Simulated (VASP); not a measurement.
# Sn2C (Fm-3m) in VASP: further runs

Runs on Sn2C. Level: PBE. Tasks: single point, relaxation of cell and atoms.

Program: VASP 6.6.1. These are calculated values, not measurements. Logs are shortened: lines on timing, memory, paths and dates and some standing lists are left out, and cuts for length are marked.

### Step 1. The undisturbed crystal

Symmetry: Fm-3m, No. 225, cubic system. The conventional cell has a = 6.365 Å, b = 6.365 Å, c = 6.365 Å, α = 90.00°, β = 90.00°, γ = 90.00°. C (site symmetry m-3m) is surrounded by 8 Sn at 2.76 Å. Around Sn (site symmetry -43m) lie 4 C at 2.76 Å.

The cell comes from a database or a generator and needn't be the stable form of this composition.

### Step 2. Single point, PBE (cell and atoms relaxed from a first guess)

File INCAR:

```
SYSTEM = Sn2C
PREC = Accurate
ENCUT = 520
EDIFF = 1E-6
ISMEAR = -1
SIGMA = 0.05
LREAL = .FALSE.
LASPH = .TRUE.
NELM = 100
ALGO = Normal
ISIF = 2
LWAVE = .FALSE.
LCHARG = .FALSE.
GGA = PE
NBANDS = 23
```

File KPOINTS:

```
Automatic mesh
0
G
  11 11 11
  0 0 0
```

File POSCAR:

```
Sn2C
1.0
    0.0000000000      3.1822557838      3.1822557838
    3.1822557838      0.0000000000      3.1822557838
    3.1822557838      3.1822557838      0.0000000000
C Sn
1 2
Direct
    0.0000000000      0.0000000000      0.0000000000
    0.2500000000      0.2500000000      0.2500000000
    0.7500000000      0.7500000000      0.7500000000
```

Potentials or basis: VASP PAW PBE potentials, release 64 (C, Sn_d).

Run with:

```sh
cat potpaw_PBE.64/C/POTCAR potpaw_PBE.64/Sn_d/POTCAR > POTCAR
mpirun -np 1 vasp_std > vasp.out
```

OUTCAR:

```text
SYSTEM = Sn2C
   PREC = Accurate
   ENCUT = 520
   EDIFF = 1E-6
   ISMEAR = -1
   LREAL = .FALSE.
   LASPH = .TRUE.
   NELM = 100
   ISIF = 2
   GGA = PE

 ion  position               nearest neighbor table
   1  0.000  0.000  0.000-   3 2.76   3 2.76   3 2.76   2 2.76   3 2.76   2 2.76   2 2.76   2 2.76

   2  0.250  0.250  0.250-   1 2.76   1 2.76   1 2.76   1 2.76   3 3.18   3 3.18   3 3.18   3 3.18
                             3 3.18   3 3.18
   3  0.750  0.750  0.750-   1 2.76   1 2.76   1 2.76   1 2.76   2 3.18   2 3.18   2 3.18   2 3.18
                             2 3.18   2 3.18

  LATTYP: Found a face centered cubic cell.
 ALAT       =     6.3645115676

  Lattice vectors:

 A1 = (   0.0000000000,   3.1822557838,   3.1822557838)
 A2 = (   3.1822557838,   0.0000000000,   3.1822557838)
 A3 = (   3.1822557838,   3.1822557838,   0.0000000000)

Analysis of symmetry for initial positions (statically):
=====================================================================
 Subroutine PRICEL returns:
 Original cell was already a primitive cell.

 Routine SETGRP: Setting up the symmetry group for a
 face centered cubic supercell.

 Subroutine GETGRP returns: Found 48 space group operations
 (whereof 48 operations were pure point group operations)
 out of a pool of 48 trial point group operations.

The static configuration has the point symmetry O_h .

Analysis of symmetry for dynamics (positions and initial velocities):
=====================================================================
 Subroutine PRICEL returns:
 Original cell was already a primitive cell.

 Routine SETGRP: Setting up the symmetry group for a
 face centered cubic supercell.

 Subroutine GETGRP returns: Found 48 space group operations
 (whereof 48 operations were pure point group operations)
 out of a pool of 48 trial point group operations.

The dynamic configuration has the point symmetry O_h .

 Subroutine INISYM returns: Found 48 space group operations
 (whereof 48 operations are pure point group operations),
 and found     1 'primitive' translations

----------------------------------------------------------------------------------------

                                     Primitive cell

  volume of cell :      64.4518

  direct lattice vectors                    reciprocal lattice vectors
     0.000000000  3.182255784  3.182255784    -0.157121248  0.157121248  0.157121248
     3.182255784  0.000000000  3.182255784     0.157121248 -0.157121248  0.157121248
     3.182255784  3.182255784  0.000000000     0.157121248  0.157121248 -0.157121248

  length of vectors
     4.500389288  4.500389288  4.500389288     0.272141984  0.272141984  0.272141984

  position of ions in fractional coordinates (direct lattice)
     0.000000000  0.000000000  0.000000000
     0.250000000  0.250000000  0.250000000
     0.750000000  0.750000000  0.750000000

  ion indices of the primitive-cell ions
   primitive index   ion index
                 1           1
                 2           2
                 3           3

----------------------------------------------------------------------------------------

 KPOINTS: Automatic mesh

Automatic generation of k-mesh.
 Grid dimensions read from file:
 generate k-points for:   11   11   11

 Generating k-lattice:

  Cartesian coordinates                     Fractional coordinates (reciprocal lattice)
    -0.014283750  0.014283750  0.014283750     0.090909091  0.000000000  0.000000000
     0.014283750 -0.014283750  0.014283750     0.000000000  0.090909091  0.000000000
     0.014283750  0.014283750 -0.014283750     0.000000000  0.000000000  0.090909091

  Length of vectors
     0.024740180  0.024740180  0.024740180

  Shift w.r.t. Gamma in fractional coordinates (k-lattice)
     0.000000000  0.000000000  0.000000000

 Subroutine IBZKPT returns following result:
 ===========================================

 Found     56 irreducible k-points:

 Following reciprocal coordinates:
            Coordinates               Weight
  0.000000  0.000000  0.000000      1.000000
  0.090909  0.000000  0.000000      8.000000
  0.181818  0.000000  0.000000      8.000000
  0.272727  0.000000  0.000000      8.000000
  0.363636  0.000000  0.000000      8.000000
  0.454545  0.000000  0.000000      8.000000
[... 16 lines left out ...]
 -0.272727  0.181818  0.000000     24.000000
 -0.181818  0.181818  0.000000     12.000000
 [... further k-points ...]
   k-points           NKPTS =     56   k-points in BZ     NKDIM =     56   number of bands    NBANDS=     23
   number of dos      NEDOS =    301   number of ions     NIONS =      3
   total plane-waves  NPLWV =  46656
   dimension x,y,z NGX =    36 NGY =   36 NGZ =   36
   dimension x,y,z NGXF=    72 NGYF=   72 NGZF=   72
   ions per type =               1   2
   NGX,Y,Z   is equivalent  to a cutoff of  13.30, 13.30, 13.30 a.u.
   NGXF,Y,Z  is equivalent  to a cutoff of  26.60, 26.60, 26.60 a.u.
 SYSTEM =  Sn2C
   PREC   = accura    normal or accurate (medium, high low for compatibility)
   ISTART =      0    job   : 0-new  1-cont  2-samecut
   ICHARG =      2    charge: 1-file 2-atom 10-const
   ISPIN  =      1    spin polarized calculation?
   LNONCOLLINEAR =      F non collinear calculations
   LSORBIT =      F    spin-orbit coupling
   LASPH  =      T    aspherical Exc in radial PAW
   ENCUT  =  520.0 eV  38.22 Ry    6.18 a.u.   8.37  8.37  8.37*2*pi/ulx,y,z
   NELM   =    100;   NELMIN=  2; NELMDL= -5     # of ELM steps
   EDIFF  = 0.1E-05   stopping-criterion for ELM
   LREAL  =      F    real-space projection
   EDIFFG = 0.1E-04   stopping-criterion for IOM
   NSW    =      0    number of steps for IOM
   IBRION =     -1    ionic relax: 0-MD 1-quasi-New 2-CG
   NFREE  =      0    steps in history (QN), initial steepest desc. (CG)
   ISIF   =      2    stress and relaxation
   ISYM   =      2    0-nonsym 1-usesym 2-fastsym
   POTIM  = 0.5000    time-step for ionic-motion
   TEBEG  =    0.0;   TEEND  =   0.0 temperature during run
   PSTRESS=    0.0 pullay stress
   NELECT =      32.0000    total number of electrons
   NUPDOWN=      -1.0000    fix difference up-down
   EMIN   =  10.00;   EMAX   =-10.00  energy-range for DOS
   EFERMI =   0.00;   METHOD = LEGACY
   ISMEAR =    -1;   SIGMA  =   0.05  broadening in eV -4-tet -1-fermi 0-gaus
   EFERMI_NEDOS =   21; number of points for ismear=-14 and -15
   IALGO  =     38    algorithm
   IMIX   =      4    mixing-type and parameters
     AMIX     =   0.40;   BMIX     =  1.00
     AMIX_MAG =   1.60;   BMIX_MAG =  1.00
  volume/ion in A,a.u.               =      21.48       144.98
  Fermi-wavevector in a.u.,A,eV,Ry     =   1.296323  2.449694 22.863939  1.680452
  Thomas-Fermi vector in A             =   2.427786
   LORBIT       =      0    0 simple, 1 ext, 2 COOP (PROOUT), +10 PAW based schemes
   GGA     = PE    functional components
   LHFCALC =     F    Hartree Fock is set to
   AEXX    =    0.0000 exact exchange contribution
   IVDW    =     0    specifies the selected vdW correction
   LEPSILON=     F    determine dielectric tensor
   LRPA    =     F    only Hartree local field effects (RPA)
 non-spin polarized calculation
  energy-cutoff  :      520.00
  volume of cell :       64.45
 maximum number of plane-waves:      1807
 NGX is ok and might be reduce to    36
   NGX = 17   NGY = 17   NGZ = 17

 number of electron      32.0000004 magnetization

 Free energy of the ion-electron system (eV)
  ---------------------------------------------------
  ext. energy  EPLUGINS =         0.00000000
  ---------------------------------------------------
  free energy    TOTEN  =       -12.80038964 eV

  energy without entropy =      -12.79270318  energy(sigma->0) =      -12.79654641

 E-fermi :   7.5716     XC(G=0): -10.3330

 val. band max:        7.5668440265   @ k =  -0.3636   0.3636   0.0000
 cond. band min:       7.6317908213   @ k =   0.1818   0.0000   0.0000
 fundamental gap:      0.0649467947
 Fermi energy:         7.5716440456

 k-point     1 :       0.0000    0.0000    0.0000
  band No.  band energies     occupation
      1     -14.2954      2.00000
      2     -14.2954      2.00000
      3     -14.1749      2.00000
      4     -14.1749      2.00000
      5     -14.1749      2.00000
      6     -14.0110      2.00000
[... 15 lines left out ...]
     22      12.1459      0.00000
     23      14.7054      0.00000

 k-point     2 :       0.0909    0.0000    0.0000
  band No.  band energies     occupation
      1     -14.2882      2.00000
      2     -14.2882      2.00000
      3     -14.1719      2.00000
      4     -14.1711      2.00000
      5     -14.1711      2.00000
      6     -14.0142      2.00000
[... 15 lines left out ...]
     22      11.9278      0.00000
     23      15.2512      0.00000

 k-point     3 :       0.1818    0.0000    0.0000
  band No.  band energies     occupation
      1     -14.2669      2.00000
      2     -14.2669      2.00000
      3     -14.1631      2.00000
      4     -14.1602      2.00000
      5     -14.1602      2.00000
      6     -14.0235      2.00000
[... 15 lines left out ...]
     22      11.7766      0.00000
     23      16.4323      0.00000

 k-point     4 :       0.2727    0.0000    0.0000
  band No.  band energies     occupation
      1     -14.2331      2.00000
      2     -14.2331      2.00000
      3     -14.1488      2.00000
      4     -14.1434      2.00000
      5     -14.1434      2.00000
      6     -14.0386      2.00000
[... 15 lines left out ...]
     22      12.2763      0.00000
     23      16.5123      0.00000

 k-point     5 :       0.3636    0.0000    0.0000
  band No.  band energies     occupation
      1     -14.1894      2.00000
      2     -14.1894      2.00000
      3     -14.1299      2.00000
      4     -14.1225      2.00000
      5     -14.1225      2.00000
      6     -14.0584      2.00000
[... 434 lines left out ...]
 k-point    22 :      -0.3636    0.1818    0.0000
  band No.  band energies     occupation
      1     -14.2041      2.00000
      2     -14.1338      2.00000
      3     -14.1270      2.00000
      4     -14.1171      2.00000
      5     -14.1053      2.00000
      6     -14.0898      2.00000
[... 15 lines left out ...]
     22      14.2140      0.00000
     23      15.6094      0.00000

 k-point    23 :      -0.2727    0.1818    0.0000
  band No.  band energies     occupation
      1     -14.2357      2.00000
      2     -14.1434      2.00000
      3     -14.1425      2.00000
      4     -14.1346      2.00000
      5     -14.0961      2.00000
      6     -14.0817      2.00000
[... 15 lines left out ...]
     22      14.4126      0.00000
     23      15.1537      0.00000

 k-point    24 :      -0.1818    0.1818    0.0000
  band No.  band energies     occupation
      1     -14.2575      2.00000
      2     -14.1927      2.00000
      3     -14.1549      2.00000
      4     -14.1488      2.00000
      5     -14.1200      2.00000
      6     -14.0582      2.00000
[... 15 lines left out ...]
     22      14.1024      0.00000
     23      15.1599      0.00000

 [... further k-points ...]

------------------------ aborting loop because EDIFF is reached ----------------------------------------

  FORCE on cell =-STRESS in cart. coord.  units (eV):
  Direction    XX          YY          ZZ          XY          YZ          ZX
  --------------------------------------------------------------------------------------
  -------------------------------------------------------------------------------------
  Total        0.0014181      0.0014181      0.0014181      0.0000000     -0.0000000      0.0000000
  in kB        0.0352519      0.0352519      0.0352519      0.0000000     -0.0000000      0.0000000
  external PRESSURE =       0.0352519 kB  Pullay stress =       0.0000000 kB

 VOLUME and BASIS-vectors are now :
 -----------------------------------------------------------------------------
  energy-cutoff  :      520.00
  volume of cell :       64.45
      direct lattice vectors                 reciprocal lattice vectors
     0.000000000  3.182255784  3.182255784    -0.157121248  0.157121248  0.157121248
     3.182255784  0.000000000  3.182255784     0.157121248 -0.157121248  0.157121248
     3.182255784  3.182255784  0.000000000     0.157121248  0.157121248 -0.157121248

 POSITION                                       TOTAL-FORCE (eV/Angst)
 -----------------------------------------------------------------------------------
      0.00000      0.00000      0.00000         0.000000     -0.000000      0.000000
      1.59113      1.59113      1.59113        -0.000000     -0.000000     -0.000000
      4.77338      4.77338      4.77338         0.000000      0.000000      0.000000
 -----------------------------------------------------------------------------------
    total drift:                                0.000000      0.000000      0.000000

  FREE ENERGIE OF THE ION-ELECTRON SYSTEM (eV)
  ---------------------------------------------------
  free  energy   TOTEN  =       -12.8003896396 eV

  energy  without entropy=      -12.7927031797  energy(sigma->0) =      -12.79654641
```

Run time: 36 s. Hardware: 1 thread of Intel Xeon 6975P-C (Granite Rapids), shared host; peak memory 0.24 GiB.

What came out:

| Item | Value |
| --- | --- |
| Free energy | -12.8004 eV |
| Pressure | 0.0 GPa |
| Band gap on the k mesh | none (metal or under the smearing width) |

Levels at points of the mesh, in eV from the Fermi level:
```csv
k point,band 14,band 15,band 16,band 17,band 18,band 19
"(0.00, 0.00, 0.00)",-1.72,-1.72,-1.72,-0.57,-0.57,-0.57
```

(Part 1 of 2 ends here.)
